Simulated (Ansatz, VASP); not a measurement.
# Cross-check of Ga37O57 (partly crystallised Ga2O3) between VASP and Ansatz, part 2 of 2

Aim: how closely do two programs agree when they are given the same cell, functional and k mesh? Of the first pair: The structure shown is the start of the Ansatz relaxation below; VASP solves that cell, so the two are compared at the walk's first step.

VASP 6.6.1 and Ansatz 0.2.0.

So far. Step 3 (VASP: single point, PBE, start cell, pair 1): The run ends at a pressure of -2.42 GPa, with forces up to 1.7 eV/Å.

### 4. Differences

Known differences besides the potentials themselves: VASP starts from the moments at which Ansatz ended; the cutoff is 420 eV in Ansatz and 520 eV in VASP (PREC = Accurate, projectors in real space). Total energies have different zeros and are not compared.

Forces on 9 of the 94 atoms, those with the largest forces and the largest differences (eV/Å; atoms numbered as in POSCAR):

| atom | Ansatz x, y, z | VASP x, y, z |
| --- | --- | --- |
| Ga3 | -0.384, -1.395, -0.056 | -0.411, -1.407, -0.047 |
| Ga27 | 0.396, -0.457, 1.452 | 0.425, -0.462, 1.484 |
| O51 | 0.518, 0.672, 0.573 | 0.518, 0.674, 0.572 |
| O62 | -0.489, 0.495, 0.612 | -0.463, 0.435, 0.600 |
| O66 | 0.530, 0.483, -1.065 | 0.511, 0.519, -1.060 |
| O69 | 0.362, 0.237, 0.341 | 0.299, 0.253, 0.317 |
| O79 | -0.617, 1.173, -0.361 | -0.631, 1.159, -0.349 |
| O90 | 0.044, -0.020, -0.046 | -0.011, -0.002, -0.023 |
| O91 | -1.231, -0.487, -1.157 | -1.204, -0.494, -1.154 |

The forces differ by 19 meV/Å r.m.s., which is 7.1 % of the r.m.s. force of 0.263 eV/Å (both taken over all components). Moments aren't recorded for both runs of this pair, so they may hold unlike magnetic states.

### 5. Ansatz: relaxation, PBE

This run makes the geometry at which the two programs are then compared.

The structure compared here is the end of the Ansatz relaxation.

File input.yaml:

```yaml
crystal:
  lattice:
    - [10.2635, 0.0, 0.0]
    - [0.0, 10.2635, 0.0]
    - [0.0, 0.0, 10.2635]
  atoms:
    - { symbol: Ga, position: [0.30384, 0.398, 0.86674] }
    - { symbol: Ga, position: [0.53386, 0.78969, 0.13427] }
    - { symbol: Ga, position: [0.92665, 0.97451, 0.80233] }
    - { symbol: Ga, position: [0.96912, 0.2493, 0.76886] }
    - { symbol: Ga, position: [0.81419, 0.91766, 0.1205] }
    - { symbol: Ga, position: [0.06499, 0.47315, 0.02994] }
[... 3 atom lines left out ...]
    - { symbol: Ga, position: [0.73446, 0.4489, 0.6311] }
    - { symbol: Ga, position: [0.05305, 0.74809, 0.09054] }
[... 6 atom lines left out ...]
    - { symbol: Ga, position: [0.69811, 0.46076, 0.15878] }
    - { symbol: Ga, position: [0.14295, 0.02075, 0.03245] }
[... 1 atom line left out ...]
    - { symbol: Ga, position: [0.67619, 0.30369, 0.90425] }
[... 2 atom lines left out ...]
    - { symbol: Ga, position: [0.04982, 0.51279, 0.70453] }
[... 2 atom lines left out ...]
    - { symbol: Ga, position: [0.72529, 0.75353, 0.62191] }
    - { symbol: Ga, position: [0.55828, 0.60167, 0.87439] }
    - { symbol: Ga, position: [0.08286, 0.79475, 0.54942] }
    - { symbol: Ga, position: [0.63665, 0.92972, 0.91027] }
[... 4 atom lines left out ...]
    - { symbol: Ga, position: [0.31257, 0.78651, 0.86947] }
[... 2 atom lines left out ...]
    - { symbol: O, position: [0.99216, 0.66527, 0.44931] }
[... 1 atom line left out ...]
    - { symbol: O, position: [0.5564, 0.80547, 0.55698] }
    - { symbol: O, position: [0.86009, 0.29248, 0.92187] }
[... 1 atom line left out ...]
    - { symbol: O, position: [0.65702, 0.46822, 0.98351] }
    - { symbol: O, position: [0.79736, 0.84848, 0.47589] }
    - { symbol: O, position: [0.85251, 0.11986, 0.7017] }
[... 5 atom lines left out ...]
    - { symbol: O, position: [0.97197, 0.85401, 0.94916], spin: 0.6 }
    - { symbol: O, position: [0.99287, 0.06381, 0.15506] }
[... 2 atom lines left out ...]
    - { symbol: O, position: [0.12804, 0.59331, 0.18518] }
[... 2 atom lines left out ...]
    - { symbol: O, position: [0.78551, 0.0436, 0.98747] }
    - { symbol: O, position: [0.72389, 0.59757, 0.511] }
    - { symbol: O, position: [0.47899, 0.64415, 0.03244] }
[... 1 atom line left out ...]
    - { symbol: O, position: [0.69801, 0.79731, 0.03116] }
[... 2 atom lines left out ...]
    - { symbol: O, position: [0.90758, 0.4047, 0.68387] }
    - { symbol: O, position: [0.99313, 0.67976, 0.71499], spin: 0.6 }
[... 1 atom line left out ...]
    - { symbol: O, position: [0.27158, 0.97078, 0.88319] }
    - { symbol: O, position: [0.9434, 0.60354, 0.00081], spin: 0.6 }
    - { symbol: O, position: [0.05386, 0.10317, 0.87456] }
    - { symbol: O, position: [0.8302, 0.52208, 0.26889] }
[... 2 atom lines left out ...]
    - { symbol: O, position: [0.212, 0.68241, 0.97004] }
    - { symbol: O, position: [0.17914, 0.87842, 0.14592] }
    - { symbol: O, position: [0.29771, 0.76827, 0.68559] }
[... 1 atom line left out ...]
    - { symbol: O, position: [0.06238, 0.93029, 0.67403] }
    - { symbol: O, position: [0.77995, 0.85327, 0.77559], spin: 0.6 }
[... 2 atom lines left out ...]
    - { symbol: O, position: [0.50128, 0.79434, 0.83216] }
[... 3 atom lines left out ...]
    - { symbol: O, position: [0.19606, 0.47789, 0.60131] }
[... 1 atom line left out ...]
    - { symbol: O, position: [0.11638, 0.41924, 0.85476] }
    - { symbol: O, position: [0.91515, 0.79988, 0.213] }
[... 1 atom line left out ...]
    - { symbol: O, position: [0.71152, 0.60811, 0.76331], spin: 0.6 }
[... 2 atom lines left out ...]
    - { symbol: O, position: [0.27064, 0.1475, 0.07826] }
magnetization:
  spin_polarized: true
kpoints:
  mp_grid: { grid: [1, 1, 1] }
hamiltonian:
  xc: pbe
scf:
  occupations: { method: fermi_dirac, width: 0.025 }
  lower_state_search: "off"
output:
  forces: true
  eigenvalues: true
relax:
  f_tol: 0.05
  max_steps: 90
```

Run with:

```console
$ ansatz run input.yaml --threads 4 --pin off --max-ram 8192MiB --backend cpu --events-out ev --progress --plain --runs-dir out
```

Numbers of over 12 decimals in the logs are rounded to 6 here.

Log:

```text
[...]
Crystal: 94 atoms, lattice volume = 1081.151 Å³
Basis set: ecut = 420 eV, 21247 PW (Γ), exchange–correlation on 144×144×144 points (8 copies of the dense FFT grid, shifted against one another)
Bands: 507, of which v1, the nominal top of the filled ones, is band 412 counted from 1 (411 counted from 0)
Symmetry: 1 space group operations
[...]
k-points: 1
[...]
Starting moments: Σ|m| = 3 μB on 5 of 94 sites
[...]
- { symbol: O, position: [0.634182, 0.758441, 0.297401] }
    - { symbol: O, position: [0.557845, 0.804496, 0.557611] }
    - { symbol: O, position: [0.857194, 0.291202, 0.923472] }
    - { symbol: O, position: [0.560439, 0.483763, 0.274766] }
    - { symbol: O, position: [0.654396, 0.467494, 0.979606] }
    - { symbol: O, position: [0.797396, 0.853048, 0.480442] }
    - { symbol: O, position: [0.852808, 0.117024, 0.699958] }
[...]
- { symbol: O, position: [0.681305, 0.598388, 0.735417] }
    - { symbol: O, position: [0.278859, 0.424908, 0.050232] }
    - { symbol: O, position: [0.737884, 0.330051, 0.486263] }
    - { symbol: O, position: [0.265252, 0.140811, 0.077417] }
```

### 6. VASP: single point, PBE, relaxed cell, pair 2

The same cell, functional, mesh and smearing now go to VASP, with its own data sets.

File INCAR:

```
SYSTEM = Ga37O57
PREC = Accurate
ENCUT = 520
EDIFF = 1E-06
NELM = 200
ISMEAR = -1
SIGMA = 0.025
LREAL = Auto
ALGO = Normal
GGA = PE
NBANDS = 480
ISPIN = 2
MAGMOM = 0 0 -0 0 0 0 -0 0 0 -0 -0 -0 -0 -0 0 -0 0 -0 -0 0 -0 -0 0 0 0 0 0 0 -0 -0 -0 -0 -0 0 0 0 -0 0.36 0.01 0 0 0.01 0.01 0.02 0.01 0 0.01 0.05 0.01 0 0.14 0.03 0 0 0.02 0 0.01 0.08 0.03 0.02 0 0.06 0 0 0 0.41 0.02 0.01 0.46 0 0.14 0.03 0.01 0.11 0.31 0 0.01 0.04 0.01 0 0 0 0 0.06 0.01 -0 0 0.01 0.04 0.01 0.01 0.01 0 0.01
LORBIT = 11
LWAVE = .FALSE.
LCHARG = .FALSE.
ISIF = 2
LASPH = .TRUE.
GGA_COMPAT = .FALSE.
NCORE = 2
```

File POSCAR:

```
Ga37O57
1.0
   10.2635000000      0.0000000000      0.0000000000
    0.0000000000     10.2635000000      0.0000000000
    0.0000000000      0.0000000000     10.2635000000
Ga O
37 57
Direct
    0.2984600000      0.3945600000      0.8644000000
    0.5329900000      0.7900000000      0.1337200000
    0.9295500000      0.9613400000      0.7994900000
    0.9633500000      0.2478900000      0.7680000000
    0.8073200000      0.9191000000      0.1316700000
    0.0711100000      0.4680400000      0.0356900000
[... 3 atom lines left out ...]
    0.7289800000      0.4511400000      0.6284400000
    0.0460100000      0.7450900000      0.0881500000
[... 6 atom lines left out ...]
    0.6967800000      0.4590900000      0.1548400000
    0.1322700000      0.0126000000      0.0272000000
[... 1 atom line left out ...]
    0.6746300000      0.3013800000      0.9026400000
[... 2 atom lines left out ...]
    0.0461400000      0.5132000000      0.7017100000
[... 2 atom lines left out ...]
    0.7302900000      0.7540400000      0.6308800000
    0.5563600000      0.5984900000      0.8700300000
    0.1042800000      0.7960500000      0.5563100000
    0.6421100000      0.9237100000      0.9033400000
[... 4 atom lines left out ...]
    0.3128400000      0.7891200000      0.8673700000
[... 2 atom lines left out ...]
    0.0000900000      0.6724100000      0.4409200000
[... 1 atom line left out ...]
    0.5578500000      0.8045000000      0.5576100000
    0.8571900000      0.2912000000      0.9234700000
[... 1 atom line left out ...]
    0.6544000000      0.4674900000      0.9796100000
    0.7974000000      0.8530500000      0.4804400000
    0.8528100000      0.1170200000      0.6999600000
[... 5 atom lines left out ...]
    0.0023000000      0.8829400000      0.9630600000
    0.9951000000      0.0627600000      0.1636400000
[... 2 atom lines left out ...]
    0.1341800000      0.5947500000      0.1894900000
[... 2 atom lines left out ...]
    0.7870300000      0.0465000000      0.0002400000
    0.7353100000      0.6027000000      0.4959100000
    0.4768700000      0.6436500000      0.0287400000
[... 1 atom line left out ...]
    0.6944800000      0.8026300000      0.0375600000
[... 2 atom lines left out ...]
    0.9030200000      0.4068200000      0.6854600000
    0.9983800000      0.6820100000      0.6669700000
[... 1 atom line left out ...]
    0.2718100000      0.9705100000      0.8844000000
    0.9520600000      0.6006900000      0.0072500000
    0.0537400000      0.1116000000      0.8693200000
    0.8338700000      0.5208600000      0.2593300000
[... 2 atom lines left out ...]
    0.2122400000      0.6901400000      0.9739200000
    0.1805600000      0.8721400000      0.1560600000
    0.2941700000      0.7657000000      0.6831200000
[... 1 atom line left out ...]
    0.0708000000      0.9317500000      0.6790100000
    0.7714500000      0.8672100000      0.7741000000
[... 2 atom lines left out ...]
    0.4990700000      0.7932300000      0.8301900000
[... 3 atom lines left out ...]
    0.1955700000      0.4785700000      0.5971800000
[... 1 atom line left out ...]
    0.1139000000      0.4269200000      0.8529500000
    0.9125300000      0.7976100000      0.2145400000
[... 1 atom line left out ...]
    0.6813100000      0.5983900000      0.7354200000
[... 2 atom lines left out ...]
    0.2652500000      0.1408100000      0.0774200000
```

File KPOINTS:

```
Automatic mesh
0
Gamma
1 1 1
0 0 0
```

PAW data sets: Ga_d and O (PBE family, release 64).

Run with:

```console
$ mpirun -np 8 vasp_gam
```

Log:

```text
[... set-up lines as in an earlier step ...]
 entering main loop
       N       E                     dE             d eps       ncg     rms          rms(c)
DAV:   1     0.239184463165E+05    0.23918E+05   -0.28807E+05  1936   0.356E+03
DAV:   2     0.569030796200E+04   -0.18228E+05   -0.17354E+05  1920   0.104E+03
DAV:   3     0.241466688094E+03   -0.54488E+04   -0.51678E+04  2424   0.389E+02
DAV:   4    -0.555703876540E+03   -0.79717E+03   -0.77467E+03  2288   0.154E+02
[...]
DAV:  98    -0.545033651910E+03   -0.23274E-05   -0.78382E-07  1088   0.284E-03    0.663E-02
DAV:  99    -0.545033660957E+03   -0.90476E-05   -0.63781E-06  1640   0.712E-03    0.638E-02
DAV: 100    -0.545033659994E+03    0.96360E-06   -0.16687E-06  1224   0.204E-02
   1 F= -.54503366E+03 E0= -.54499600E+03  d E =-.753216E-01  mag=     0.8440
```

OUTCAR, selected parts (step 6):

```text
  FREE ENERGIE OF THE ION-ELECTRON SYSTEM (eV)
  ---------------------------------------------------
  free  energy   TOTEN  =      -545.0336599938 eV

  energy  without entropy=     -544.9583383669  energy(sigma->0) =     -544.99599918

 magnetization (x)
# of ion       s       p       d       tot
------------------------------------------
    1       -0.000   0.000   0.000   0.000
    2       -0.001  -0.001   0.000  -0.001
    3        0.000   0.000   0.000   0.001
    4       -0.000   0.000   0.000   0.000
    5       -0.000  -0.000   0.000  -0.001
    6       -0.006  -0.007   0.005  -0.007
    7       -0.000  -0.000   0.000  -0.000
    8       -0.001  -0.001   0.001  -0.000
    9       -0.000   0.000   0.000   0.000
   10       -0.000  -0.000   0.000  -0.001
   11       -0.004  -0.005   0.001  -0.008
   12        0.000   0.000   0.000   0.000
   13       -0.000   0.000  -0.000  -0.000
[...]
--------------------------------------------------
tot         -0.009   0.682   0.014   0.687
```

The run ends at a pressure of -2.14 GPa, with forces up to 0.33 eV/Å.

### 7. Differences

What differs besides the data sets and the points named for the pairs above, as far as they apply: site moments are counted in spheres of each program's own size. Total energies have different zeros and are not compared.

Both answers:

| quantity | Ansatz | VASP | difference |
| --- | --- | --- | --- |
| total moment (μB) | 2.99 | 0.84 | +2.14 |
| moment on O69 (μB) | 0.46 | 0.46 | 0.00 |
| moment on O71 (μB) | 0.14 | 0.13 | +0.01 |
| moment on O66 (μB) | 0.41 | 0.03 | +0.38 |
| moment on O74 (μB) | 0.11 | 0.03 | +0.08 |
| moment on O38 (μB) | 0.36 | -0.03 | +0.39 |
| moment on O62 (μB) | 0.06 | 0.02 | +0.03 |
| moment on O84 (μB) | 0.06 | 0.02 | +0.04 |

Forces on 7 of the 94 atoms, those with the largest forces and the largest differences (eV/Å; atoms numbered as in POSCAR):

| atom | Ansatz x, y, z | VASP x, y, z |
| --- | --- | --- |
| Ga11 | -0.045, 0.006, -0.040 | 0.240, 0.218, -0.034 |
| Ga14 | 0.013, -0.008, 0.036 | -0.103, 0.039, -0.249 |
| Ga19 | -0.014, 0.024, -0.028 | 0.022, -0.198, 0.179 |
| Ga24 | 0.017, -0.010, -0.014 | -0.036, 0.262, 0.003 |
| Ga29 | -0.008, -0.015, 0.023 | -0.122, -0.195, 0.080 |
| O38 | 0.013, 0.007, 0.031 | 0.020, 0.024, -0.186 |
| O66 | -0.004, 0.006, -0.022 | 0.037, -0.009, 0.187 |

The forces differ by 58 meV/Å r.m.s., where the r.m.s. force is 0.011 eV/Å in Ansatz and 0.055 eV/Å in VASP: the atoms lie near their places of rest in Ansatz, so a percentage would say little (all taken over all components). VASP's last cycles still show a density residual of 6e-03, so its state may not be settled. The two runs ended with unlike total or site moments, perhaps in different magnetic states; the other differences may follow from that, so they don't measure the programs' precision.

### 8. Summary of results

* r.m.s. force difference (single point, PBE, start cell, pair 1): 7.1 % of the r.m.s. force
* difference in total moment (single point, PBE, relaxed cell, pair 2): 2.1 μB
* r.m.s. force difference (single point, PBE, relaxed cell, pair 2): 58 meV/Å

What this shows: The r.m.s. force difference is 58 meV/Å (single point, PBE, relaxed cell, pair 2), beyond the 12 meV/Å picked in this series as the mark of a large difference. What causes the difference of the single point, PBE, start cell, pair 1 pair stays open here. The runs of the single point, PBE, relaxed cell, pair 2 pair ended with unlike moments, so it says little about numerical agreement. By the marks of this series, far apart in the single point, PBE, relaxed cell, pair 2 pair: the r.m.s. force difference, 58 meV/Å. What causes the difference of the single point, PBE, relaxed cell, pair 2 pair stays open here. How closely two codes agree says nothing of how well the functional describes the real material.

[Lines on the potential files, build, host, timing and source positions are cut from VASP's logs without a mark.]

[Logs are printed without paths, hosts, clocks, repeated set-up lines and the standing remarks that a program may print on its own settings, such as how far it seeks lower states.]

[Hosts, paths, dates, database ids (printed as entryN), source tags and the programs' standing remarks are cut or masked in the printed files.]
